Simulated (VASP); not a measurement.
Output of a VASP run:

### OSZICAR
```
       N       E                     dE             d eps       ncg     rms          rms(c)
DAV:   1     0.485777954150E+03    0.48578E+03   -0.23998E+04   960   0.207E+03
DAV:   2    -0.177854033351E+01   -0.48756E+03   -0.47661E+03  1152   0.526E+02
DAV:   3    -0.522492373306E+02   -0.50471E+02   -0.47649E+02  1384   0.157E+02
DAV:   4    -0.545379119907E+02   -0.22887E+01   -0.22874E+01  1392   0.310E+01
DAV:   5    -0.546008644478E+02   -0.62952E-01   -0.62950E-01  1328   0.399E+00    0.247E+01
DAV:   6    -0.443582444385E+02    0.10243E+02   -0.70348E+01  1400   0.795E+01    0.106E+01
DAV:   7    -0.442884797571E+02    0.69765E-01   -0.10214E+01  1248   0.242E+01    0.695E+00
DAV:   8    -0.441661825146E+02    0.12230E+00   -0.14584E+00  1264   0.121E+01    0.226E+00
DAV:   9    -0.441476258980E+02    0.18557E-01   -0.23920E-01  1208   0.425E+00    0.929E-01
DAV:  10    -0.441453315374E+02    0.22944E-02   -0.10928E-01  1288   0.252E+00    0.695E-01
DAV:  11    -0.441394760686E+02    0.58555E-02   -0.58142E-02  1408   0.165E+00    0.216E-01
DAV:  12    -0.441389152379E+02    0.56083E-03   -0.29024E-03  1176   0.505E-01    0.704E-02
DAV:  13    -0.441389051694E+02    0.10069E-04   -0.15727E-03  1384   0.267E-01    0.568E-02
DAV:  14    -0.441388532520E+02    0.51917E-04   -0.31001E-04  1096   0.114E-01    0.232E-02
DAV:  15    -0.441388517795E+02    0.14725E-05   -0.20769E-05  1256   0.411E-02    0.786E-03
DAV:  16    -0.441388514032E+02    0.37632E-06   -0.23321E-06   800   0.122E-02
   1 F= -.42261920E+02 E0= -.42261920E+02  d E =-.422619E+02
```

OUTCAR:
```
------------------------ aborting loop because EDIFF is reached ----------------------------------------
  FORCE on cell =-STRESS in cart. coord.  units (eV):
  Direction    XX          YY          ZZ          XY          YZ          ZX
  --------------------------------------------------------------------------------------
  Total        1.8427540      1.8427540      1.8427540      0.0000000     -0.0000000      0.0000000
  in kB       49.0895417     49.0895417     49.0895417      0.0000000     -0.0000000      0.0000000
  external PRESSURE =      -0.9104583 kB  Pullay stress =      50.0000000 kB
  volume of cell :       60.14
      direct lattice vectors                 reciprocal lattice vectors
     3.917987004  0.000000000  0.000000000     0.255233108  0.000000000  0.000000000
     0.000000000  3.917987004  0.000000000     0.000000000  0.255233108  0.000000000
     0.000000000  0.000000000  3.917987004     0.000000000  0.000000000  0.255233108
 POSITION                                       TOTAL-FORCE (eV/Angst)
 -----------------------------------------------------------------------------------
      0.00000      0.00000      0.00000         0.000000      0.000000      0.000000
      1.95899      1.95899      1.95899         0.000000      0.000000      0.000000
      1.95899      0.00000      1.95899         0.000000      0.000000      0.000000
      0.00000      1.95899      1.95899         0.000000      0.000000      0.000000
      1.95899      1.95899      0.00000         0.000000      0.000000      0.000000
 -----------------------------------------------------------------------------------
    total drift:                                0.000000     -0.000000     -0.000000
  FREE ENERGIE OF THE ION-ELECTRON SYSTEM (eV)
  ---------------------------------------------------
  free  energy   TOTEN  =       -44.1388514032 eV

  energy  without entropy=      -44.1388514032  energy(sigma->0) =      -44.13885140
  enthalpy is  TOTEN    =       -42.2619200228 eV   P V=        1.8769313804

 reached required accuracy - stopping structural energy minimisation
```
(Selected blocks of OUTCAR.)

POSCAR:
```
BaTiO3
1
    3.9179870043     0.0000000000     0.0000000000
   -0.0000000000     3.9179870043    -0.0000000000
   -0.0000000000     0.0000000000     3.9179870043
Ba Ti O
1 1 3
Direct
  0.0000000000   0.0000000000   0.0000000000
  0.5000000000   0.5000000000   0.5000000000
  0.5000000000   0.0000000000   0.5000000000
  0.0000000000   0.5000000000   0.5000000000
  0.5000000000   0.5000000000   0.0000000000
```

Question: Reconstruct the remaining input files.

Answer: One answer among several that fit: the input of the run itself, LDA (Ceperley-Alder, Perdew-Zunger), plane waves, VASP's LDA PAW potentials (set 64).

File KPOINTS:
```
Automatic
0
Gamma
 6 6 6
0 0 0
```

INCAR:
```
SYSTEM = BaTiO3
PREC = Accurate; ENCUT = 620; LREAL = F
LASPH = T
EDIFF = 1E-6; NELM = 100; ALGO = Normal
LMAXMIX = 4
ISMEAR = 0; SIGMA = 0.05
IBRION = 2; NSW = 40; ISIF = 3
EDIFFG = -0.02; PSTRESS = 50
LWAVE = F; LCHARG = F
```

POTCAR, in this order: Ba_sv Ti_sv O (LDA.64 set). Program: vasp_std.

The compound is BaTiO3 in the cubic perovskite structure, the ideal cubic form; the compound distorts at low or room temperature. It was relaxed first under an external pressure of 5 GPa.
